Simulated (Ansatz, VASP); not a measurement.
# SnF3 in two plane-wave programs

Wanted: the spread between two codes on one cell, functional and k mesh. The cell is taken from a series of runs on this material, whose earlier steps may have relaxed, scaled, displaced or heated it; both programs get it as it stands.

Calculated with Ansatz 0.2.0; plane waves, with VASP 6.6.1 beside it; G0W0 gap at PBEsol.

## Step 1: Starting point

Symmetry: Fm-3m, No. 225, cubic system. Conventional cell: a = 8.698 Å, b = 8.698 Å, c = 8.698 Å, α = 90.00°, β = 90.00°, γ = 90.00°. Nearest to Sn lie 6 F at 1.98 Å. Nearest to Sn lie 6 F at 2.36 Å. Nearest to F lie 2 Sn at 1.98 to 2.36 Å. Farther neighbours and most contacts between anions are not listed.

Coordinates:

```
Sn F
1.0
     0.00000    4.34898    4.34898
     4.34898    0.00000    4.34898
     4.34898    4.34898    0.00000
Sn F
2 6
Direct
  0.50000 0.50000 0.50000
  0.00000 0.00000 0.00000
  0.72819 0.27181 0.72819
  0.27181 0.27181 0.72819
  0.27181 0.72819 0.27181
  0.27181 0.72819 0.72819
  0.72819 0.27181 0.27181
  0.72819 0.72819 0.27181
```

## Step 2: VASP: G0W0 gap, PBEsol

Quasiparticle shifts depend on high empty states and on the cores, so they are the hardest test of two PAW sets.

Lines of VASP's logs that name or quote its potential files are left out, and so is its time.

The run reads the wave functions of an earlier VASP run, which isn't shown here.

Contents of INCAR:

```
SYSTEM = SnF3
PREC = Accurate
ENCUT = 520
ISMEAR = 0
SIGMA = 0.01
LREAL = .FALSE.
GGA = PS
NBANDS = 235
ALGO = EVGW0
NELMGW = 1
ENCUTGW = 141.5
NOMEGA = 64
PRECFOCK = Fast
NBANDSGW = 43
LWAVE = .FALSE.
LCHARG = .FALSE.
```

Contents of POSCAR:

```
SnF3
1.0
    0.0000000000      4.3489759448      4.3489759448
    4.3489759448      0.0000000000      4.3489759448
    4.3489759448      4.3489759448      0.0000000000
Sn F
2 6
Direct
    0.5000000000      0.5000000000      0.5000000000
    0.0000000000      0.0000000000      0.0000000000
    0.7281905500      0.2718094500      0.7281905500
    0.2718094500      0.2718094500      0.7281905500
    0.2718094500      0.7281905500      0.2718094500
    0.2718094500      0.7281905500      0.7281905500
    0.7281905500      0.2718094500      0.2718094500
    0.7281905500      0.7281905500      0.2718094500
```

Contents of KPOINTS:

```
Automatic mesh
0
Gamma
2 2 2
0 0 0
```

PAW data sets: Sn_d_GW and F_GW (PBE family, release 64).

Started as:

```console
$ export OMP_NUM_THREADS=6
$ mpirun -np 1 vasp_std
```

Numbers of over 12 decimals in the logs are rounded to 6 here.

Log:

```text
[banner, memory and clock lines left out]
running    1 mpi-ranks, on    1 nodes
 distrk:  each k-point on    1 cores,    1 groups
 distr:  one band on    1 cores,    1 groups
 Offloading initialized ...    1 GPUs detected
 POSCAR found type information on POSCAR SnF
 POSCAR found :  2 types and       8 ions
|                                                                             |
|               ----> ADVICE to this user running VASP <----                  |
|                                                                             |
|     You enforced a specific xc type in the INCAR file but a different       |
|     [... a line on the potential file left out ...]
|     I HOPE YOU KNOW WHAT YOU ARE DOING!                                     |
|                                                                             |

|                                                                             |
|           W    W    AA    RRRRR   N    N  II  N    N   GGGG   !!!           |
|           W    W   A  A   R    R  NN   N  II  NN   N  G    G  !!!           |
|           W    W  A    A  R    R  N N  N  II  N N  N  G       !!!           |
|           W WW W  AAAAAA  RRRRR   N  N N  II  N  N N  G  GGG   !            |
|           WW  WW  A    A  R   R   N   NN  II  N   NN  G    G                |
|           W    W  A    A  R    R  N    N  II  N    N   GGGG   !!!           |
|                                                                             |
|     The default for ENCUTGWSOFT is different in this version of VASP.       |
|     please manually set ENCUTGWSOFT =141.5 in the INCAR file.               |
|                                                                             |

 LDA part: xc-table for (Slater+PW92), standard interpolation
 found WAVECAR, reading the header
 POSCAR, INCAR and KPOINTS ok, starting setup
 FFT: planning ... GRIDC
 FFT: planning ... GRID_SOFT
 FFT: planning ... GRID
 reading WAVECAR
 the WAVECAR file was read successfully
 initial charge from wavefunction
 available memory per node:   1699.38 GB, setting MAXMEM to   1740163

 The Fermi energy was updated, please check that it is located mid-gap
 values below the HOMO (VB) or above the LUMO (CB) will cause erroneous energies
 E-fermi :   0.2782

 calculate exact exchange contribution
 the WAVEDER file was read successfully
energies w=
    0.000    0.000    0.572    0.000    1.143    0.000    1.712    0.000
    2.278    0.000    2.839    0.000    3.394    0.000    3.944    0.000
    4.488    0.000    5.024    0.000    5.554    0.000    6.077    0.000
    6.593    0.000    7.102    0.000    7.605    0.000    8.101    0.000
    8.593    0.000    9.080    0.000    9.562    0.000   10.042    0.000
   10.519    0.000   10.994    0.000   11.468    0.000   11.943    0.000
   12.418    0.000   12.896    0.000   13.378    0.000   13.863    0.000
   14.355    0.000   14.853    0.000   15.361    0.000   15.878    0.000
   16.407    0.000   16.949    0.000   17.507    0.000   18.083    0.000
   18.679    0.000   19.298    0.000   19.943    0.000   20.617    0.000
   21.325    0.000   22.070    0.000   22.859    0.000   23.696    0.000
   24.589    0.000   25.546    0.000   26.576    0.000   27.691    0.000
   28.904    0.000   30.231    0.000   31.693    0.000   33.312    0.000
   35.120    0.000   37.155    0.000   39.465    0.000   42.112    0.000
   45.180    0.000   48.778    0.000   53.061    0.000   58.243    0.000
   64.640    0.000   72.732    0.000   83.289    0.000   97.620    0.000
 responsefunction array rank=     636
 LDA part: xc-table for (Slater+PW92), standard interpolation

 min. memory requirement per mpi rank   1119.3 MB, per node   1119.3 MB

 allocating  64 responsefunctions rank=   636
 shmem allocating  64 responsefunctions rank=   636
 response function shared by NCSHMEM nodes    1
 Doing            64  frequencies on each core in blocks of            64
NQ=   1    0.0000    0.0000    0.0000,
|.........|.........|.........|.........|.........|.........|.........|.........
 performed        172000 updates of chi_q(r,r)
 total number of BLAS operations        512.20 Gflops
NQ=   2    0.5000    0.0000    0.0000,
|.........|.........|.........|.........|.........|.........|.........|.........
 performed        445000 updates of chi_q(r,r)
 total number of BLAS operations       1375.68 Gflops
NQ=   3    0.5000    0.5000    0.0000,
|.........|.........|.........|.........|.........|.........|.........|.........
 performed        698000 updates of chi_q(r,r)
 total number of BLAS operations       2195.90 Gflops
 resolving degeneracies of screened two electron integrals

 calculate QP shifts <psi_nk| G(iteration)W_0 |psi_nk>: iteration 1
 entering main loop
```

Parts of OUTCAR (step 2):

```text
ion  position               nearest neighbor table
   1  0.500  0.500  0.500-   3 1.98   4 1.98   5 1.98   6 1.98   7 1.98   8 1.98
   2  0.000  0.000  0.000-   3 2.36   4 2.36   5 2.36   6 2.36   7 2.36   8 2.36
   3  0.728  0.272  0.728-   1 1.98   2 2.36
   4  0.272  0.272  0.728-   1 1.98   2 2.36
   5  0.272  0.728  0.272-   1 1.98   2 2.36
   6  0.272  0.728  0.728-   1 1.98   2 2.36
   7  0.728  0.272  0.272-   1 1.98   2 2.36
   8  0.728  0.728  0.272-   1 1.98   2 2.36

  LATTYP: Found a face centered cubic cell.
 ALAT       =     8.6979518896

 Subroutine GETGRP returns: Found 48 space group operations
 (whereof 48 operations were pure point group operations)

The static configuration has the point symmetry O_h .

 Found      3 irreducible k-points:

   k-points           NKPTS =      3   k-points in BZ     NKDIM =      8   number of bands    NBANDS=    235

   dimension x,y,z NGX =    48 NGY =   48 NGZ =   48
   dimension x,y,z NGXF=    96 NGYF=   96 NGZF=   96

   ENCUT  =  520.0 eV  38.22 Ry    6.18 a.u.  11.44 11.44 11.44*2*pi/ulx,y,z

   NELECT =      70.0000    total number of electrons

  energy-cutoff  :      520.00
  volume of cell :      164.51
      direct lattice vectors                 reciprocal lattice vectors
     0.000000000  4.348975945  4.348975945    -0.114969594  0.114969594  0.114969594
     4.348975945  0.000000000  4.348975945     0.114969594 -0.114969594  0.114969594
     4.348975945  4.348975945  0.000000000     0.114969594  0.114969594 -0.114969594

 k-points in reciprocal lattice and weights: Automatic mesh
   0.00000000  0.00000000  0.00000000       0.125
   0.50000000  0.00000000  0.00000000       0.500
   0.50000000  0.50000000  0.00000000       0.375

 E-fermi :   0.2782

 QP shifts <psi_nk| G(iteration)W_0 |psi_nk>: iteration 1
 for sc-GW calculations column KS-energies equals QP-energies in previous step
 and V_xc(KS)=  KS-energies - (<T + V_ion + V_H > + <T+V_H+V_ion>^1  + <V_x>^1)
 k-point   1 :       0.0000    0.0000    0.0000
  band No.  KS-energies  QP-energies   sigma(KS)   V_xc(KS)     V^pw_x(r,r')   Z            occupation Imag(sigma)
    ...
     32      -3.5387      -5.1321     -24.7196     -22.5022     -30.6803       0.7185       2.0000       0.1060
     33      -3.5387      -5.1321     -24.7196     -22.5022     -30.6803       0.7185       2.0000       0.1060
     34      -3.5387      -5.1321     -24.7196     -22.5022     -30.6803       0.7185       2.0000       0.1060
     35      -3.5187      -4.5033     -14.3919     -13.1107     -15.2485       0.7684       2.0000       0.0472
     36       3.9378       5.7542     -15.2316     -17.6154     -12.5050       0.7620       0.0000      -0.1218
     37       4.2005       5.6161      -9.1659     -10.9527      -5.9339       0.7923       0.0000      -0.1021
     38       4.2005       5.6161      -9.1659     -10.9527      -5.9339       0.7923       0.0000      -0.1021
     39       4.2005       5.6161      -9.1659     -10.9527      -5.9339       0.7923       0.0000      -0.1021
    ...

 k-point   2 :       0.5000    0.0000    0.0000
  band No.  KS-energies  QP-energies   sigma(KS)   V_xc(KS)     V^pw_x(r,r')   Z            occupation Imag(sigma)
    ...
     32      -3.7022      -5.2995     -24.3993     -22.1703     -30.3009       0.7166       2.0000       0.1071
     33      -3.7022      -5.2995     -24.3993     -22.1703     -30.3009       0.7166       2.0000       0.1071
     34      -3.6501      -5.2598     -24.5097     -22.2652     -30.4583       0.7172       2.0000       0.1068
     35      -1.6782      -2.6448     -18.2813     -17.0281     -20.1912       0.7713       2.0000       0.0374
     36       1.6744       3.2544     -12.1743     -14.1824      -9.3932       0.7868       0.0000      -0.0896
     37       4.9901       6.4668     -10.5400     -12.4435      -7.5154       0.7757       0.0000      -0.1105
     38       4.9901       6.4668     -10.5400     -12.4435      -7.5154       0.7757       0.0000      -0.1105
     39       5.8537       7.5893     -12.2879     -14.5498      -9.1676       0.7673       0.0000      -0.1433
    ...

 k-point   3 :       0.5000    0.5000    0.0000
  band No.  KS-energies  QP-energies   sigma(KS)   V_xc(KS)     V^pw_x(r,r')   Z            occupation Imag(sigma)
    ...
     32      -3.8352      -5.4767     -24.1001     -21.8048     -30.0022       0.7151       2.0000       0.1087
     33      -3.8352      -5.4767     -24.1001     -21.8048     -30.0022       0.7151       2.0000       0.1087
     34      -3.5406      -5.1342     -24.7117     -22.4922     -30.6708       0.7180       2.0000       0.1058
     35      -1.1179      -1.9616     -19.5211     -18.4299     -21.6252       0.7732       2.0000       0.0364
     36       3.1943       5.1869     -15.5629     -18.1709     -12.7627       0.7641       0.0000      -0.1124
     37       4.2891       5.5562     -10.0988     -11.7005      -7.4207       0.7911       0.0000      -0.0920
     38       4.3854       5.7939      -9.9118     -11.7002      -6.9017       0.7876       0.0000      -0.1008
     39       4.3854       5.7939      -9.9118     -11.7002      -6.9017       0.7876       0.0000      -0.1008
    ...
```

## Step 3: Ansatz: G0W0 gap, PBEsol

Ansatz runs on its default PAW (the set named soft_2) files.

The same cell, functional and mesh now go to Ansatz, which takes its cutoff from its data sets.

Contents of input.yaml:

```yaml
crystal:
  lattice:
    - [0.0, 4.3489759448, 4.3489759448]
    - [4.3489759448, 0.0, 4.3489759448]
    - [4.3489759448, 4.3489759448, 0.0]
  atoms:
    - { symbol: Sn, position: [0.5, 0.5, 0.5] }
    - { symbol: Sn, position: [0.0, 0.0, 0.0] }
    - { symbol: F, position: [0.72819055, 0.27180945, 0.72819055] }
    - { symbol: F, position: [0.27180945, 0.27180945, 0.72819055] }
    - { symbol: F, position: [0.27180945, 0.72819055, 0.27180945] }
    - { symbol: F, position: [0.27180945, 0.72819055, 0.72819055] }
    - { symbol: F, position: [0.72819055, 0.27180945, 0.27180945] }
    - { symbol: F, position: [0.72819055, 0.72819055, 0.27180945] }
kpoints:
  mp_grid: { grid: [2, 2, 2] }
hamiltonian:
  xc: pbesol
scf:
  occupations: { method: fixed }
gw:
  n_empty_bands: 200
  ecut_chi: 141.5
  qp_bands: [v2, c2]
  qp_kpoints: [[0.5, 0.5, 0.0], [0.5, 0.0, 0.0], [0.0, 0.0, 0.0]]
  screening: { model: contour_deformation }
```

Started as:

```console
$ ansatz run input.yaml --threads 8 --pin off --max-ram 18432MiB --backend cpu --events-out ev --progress --plain --runs-dir out
```

Log:

```text
Engine: ansatz 0.2.0, x86_64-unknown-linux-gnu
Pseudopotentials: kind: paw
Pseudopotential: Sn, paw, valence charge 14, recommended cutoff 420 eV (normal), Sn.paw.azcp
Pseudopotential: F, paw, valence charge 7, recommended cutoff 420 eV (normal), F.paw.azcp
Functional definition: PBEsol
  exchange = pbesol_x
  correlation = pbesol_c
Crystal: 8 atoms, lattice volume = 164.510 Å³
Basis set: ecut = 420 eV, 3215 PW (Γ)
Bands: 43, of which v1, the nominal top of the filled ones, is band 35 counted from 1 (34 counted from 0)
Symmetry: 48 space group operations
Space group: Fm-3m (ITA 225), of the structure as read, at distance tolerance 5.5e-5 Å
k-points: 3 of 8
Non-local potential: Sn, projectors of the file, l = 0: 2, l = 1: 2, l = 2: 2, l = 3: 2
Non-local potential: F, projectors of the file, l = 0: 2, l = 1: 2, l = 2: 1
PAW form: soft (Blöchl's): semilocal exchange-correlation on the pseudo side does not see the compensation charge
PAW frozen core: Sn, regenerated for the run's functional, and the local potential with it (the file was generated under x = pbe(κ = 0.804, μ = 0.219515), c = pbe(β = 0.066725))
PAW frozen core: F, regenerated for the run's functional, and the local potential with it (the file was generated under x = pbe(κ = 0.804, μ = 0.219515), c = pbe(β = 0.066725))
PAW one-centre angular grid: Sn, 590 points (default); XC on 64 Gauss nodes
PAW one-centre angular grid: F, 110 points (default); XC on 64 Gauss nodes
Initial density: superposition of atomic densities (neutral atoms: chi_scale 0, normalization atom), corrected by the library's trained network
Initial wavefunctions: pseudopotential atomic-orbital guess
Functional: x = pbesol(κ = 0.804, μ = 0.123457), c = pbesol(β = 0.046)
SCF iter   1: F=—  HF=-16704.605050 eV  |F-HF|=—  |Δ(HF+E_count)|=         —  Δρ=1.03e-2  dr2=1.01e-1  ethr=1.77e-3  ⟨swp⟩=4.3  Hψ=509  notcnv=0  defer=12
preconditioner: auto → Resta (q_TF=auto, 2.366 Å⁻¹)  ε∞=2.7  [insulator: Δε(μ)=2.746 eV  Ē_g=18.728 eV  n_scr=26 (ndim 8)  ℏωp=24.2 eV  f_vac=0.357  ε∞_Penn≈2.7  vacuum switching on, ρ_ref=2.5e-2 e/Å³]
SCF iter   2: F=—  HF=-16704.578364 eV  |F-HF|=—  |Δ(HF+E_count)|=   2.67e-2  Δρ=2.16e-3  dr2=3.90e-3  ethr=1.44e-4  ⟨swp⟩=2.0  Hψ=215  notcnv=0  defer=15
SCF iter   3: F=—  HF=-16704.577418 eV  |F-HF|=—  |Δ(HF+E_count)|=   9.46e-4  Δρ=6.05e-4  dr2=3.49e-4  ethr=5.57e-6  ⟨swp⟩=3.0  Hψ=232  notcnv=0  defer=15
SCF iter   4: F=—  HF=-16704.577412 eV  |F-HF|=—  |Δ(HF+E_count)|=   6.83e-6  Δρ=1.00e-4  dr2=1.29e-5  ethr=4.99e-7  ⟨swp⟩=2.0  Hψ=228  notcnv=0  defer=15
SCF iter   5: F=—  HF=-16704.577416 eV  |F-HF|=—  |Δ(HF+E_count)|=   3.88e-6  Δρ=1.75e-5  dr2=3.54e-7  ethr=1.84e-8  ⟨swp⟩=2.0  Hψ=197  notcnv=0  defer=10
SCF iter   6: F=-16704.577416 eV  HF=-16704.577416 eV  |F-HF|=4.48e-8  |Δ(HF+E_count)|=   2.50e-7  Δρ=5.71e-6  dr2=3.26e-8  ethr=1.43e-10  ⟨swp⟩=10.0  Hψ=574  notcnv=0
SCF 1 converged in 6 iterations: F = -16704.577416 eV  dr2 = 3.26e-8
  greatest PAW one-centre occupation: 0.997 electrons in one spin orbital (limit 2), on the Sn atom at site 0 (counted from 0), in its partial waves of l = 2
NSCF: frozen V_eff on 3 k-points
G₀W₀ screening: q 1/3
[... further progress lines ...]
NSCF: frozen V_eff on 1 k-points
NSCF: frozen V_eff on 1 k-points
SCF converged after 6 iterations
Free energy (F): -16704.577416 eV
Harris-Foulkes:  -16704.577416 eV  (|F-HF|=4.48e-8)
Internal energy: -16704.577416 eV  (E = F + TS)
E sigma→0 (E₀):  -16704.577416 eV
Fermi energy:    1.189320 eV
--- Per-component energies (eV) ---
  E_band       = -726.453145
  E_kinetic    = 1607.151337
  E_local      = -7806.924495  (includes V_loc(G=0)·N_el)
  E_nonlocal   = 384.264504
  E_hartree    = 3499.348505
  E_xc         = -1224.886751
  E_vxc        = -795.324947  (∫ρ·V_xc dr)
  E_paw        = -9299.055071  (= ΣΔE_a)
  E_vpaw       = -1114.330352  (= ΣTr[D̂ρ^β])
  E_aug_tail   = 0.012249  (compensation charges beyond the density's cutoff)
  E_ewald      = -3865.312029
  E_core_change = 0.824335  (= ΣΔE_core)
  E_smearing   = -0.000000  (= −TS)
  E_closure    = 0.000000  (closes the sum)
  Σ components = -16704.577416   (vs F -16704.577416, Δ=0.00e0)
--- Band table (eV) ---
  k-point 0: bands = [... 31 lower, -1.2376, -1.2376, -1.2376, -1.2118, 6.2650, 6.5091, 6.5091, 6.5091, ... 4 higher]
  k-point 1: bands = [... 31 lower, -1.4010, -1.4010, -1.3493, 0.6268, 3.9991, 7.2929, 7.2929, 8.1662, ... 4 higher]
  k-point 2: bands = [... 31 lower, -1.5347, -1.5347, -1.2401, 1.1893, 5.5282, 6.5899, 6.6913, 6.6913, ... 4 higher]
--- G₀W₀: contour deformation, 6 samples at zero and on the imaginary axis and 1 off it, 8 q-points, 200 empty bands' worth ---
  eigenvalues of the whole cell's RPA ε∞ on this k-mesh (on a slab, of 1 + 4πα/V) = 2.8077, 2.8077, 2.8077; static W/v taken at q = 0 is 0.356163
  bands read: the sum over 235 bands ends inside a degenerate multiplet in 1 slot, whose members it reads at an even weight; the widest, k=0: bands 235 to 236 (counted from 1) at 1/2 each
    ik  band        ε_KS         Σx   Σc(E_QP)       V_xc       Z   E_QP_lin       E_QP  E_QP is
     0    34     -1.2376   -32.0622     6.7087   -23.8290  0.7220    -2.8394    -2.7621  root
     0    35     -1.2118   -18.7144     1.2308   -16.5598  0.7659    -2.1598    -2.1355  root
     0    36      6.2650   -15.5237    -3.3127   -20.5904  0.7395     7.9948     8.0190  root
     0    37      6.5091    -8.1627    -3.6324   -13.1684  0.8006     7.9326     7.8824  root
     1    34     -1.3493   -31.8185     6.7099   -23.5688  0.7211    -2.9696    -2.8890  root
     1    35      0.6268   -23.2058     2.2689   -20.0011  0.7708    -0.3290    -0.3090  root
     1    36      3.9991   -12.2347    -3.2223   -17.0077  0.8008     5.6096     5.5499  root
     1    37      7.2929    -9.7409    -3.4860   -14.6429  0.7843     8.7691     8.7089  root
     2    34     -1.2401   -32.0527     6.7084   -23.8190  0.7220    -2.8429    -2.7654  root
     2    35      1.1893   -24.8459     2.4263   -21.5951  0.7712     0.3507     0.3648  root
     2    36      5.5282   -16.1503    -3.4324   -21.5259  0.7646     7.5108     7.4713  root
     2    37      6.5899    -9.2271    -3.0295   -13.4862  0.7991     7.8574     7.8195  root
```

## Step 4: Side by side

Known differences besides the potentials themselves: fixed occupations in Ansatz, narrow Gaussian smearing in VASP; the cutoff is 420 eV in Ansatz and 520 eV in VASP; Ansatz makes its cores anew for this functional, VASP keeps those of its PBE data sets; VASP leaves aspherical gradient terms in its spheres out (LASPH is not set), Ansatz keeps them; Ansatz integrates over frequency by contour deformation, VASP on a grid of NOMEGA points; Ansatz's G0W0 levels solve the quasiparticle equation, VASP's are linearised. Total energies have different zeros and are not compared.

The two programs side by side:

```csv
quantity,Ansatz,VASP,difference
G0W0 gap on the mesh (eV),5.19,5.22,-0.03
Kohn-Sham gap under it (eV),2.81,2.79,+0.02
```

## Step 5: Summary of results

| Quantity | Value |
| --- | --- |
| difference in G0W0 gap on the mesh (G0W0 gap, PBEsol) | -0.031 eV |

**Reading.** The difference in G0W0 gap on the mesh is -0.031 eV (G0W0 gap, PBEsol). How closely two codes agree says nothing of how well the functional describes the real material.

[Lines on the potential files, build, host, timing and source positions are cut from VASP's logs without a mark.]

[Logs are printed without paths, hosts, clocks, repeated set-up lines and the standing remarks that a program may print on its own settings, such as how far it seeks lower states.]

[Hosts, paths, dates, database ids (printed as entryN), source tags and the programs' standing remarks are cut or masked in the printed files.]
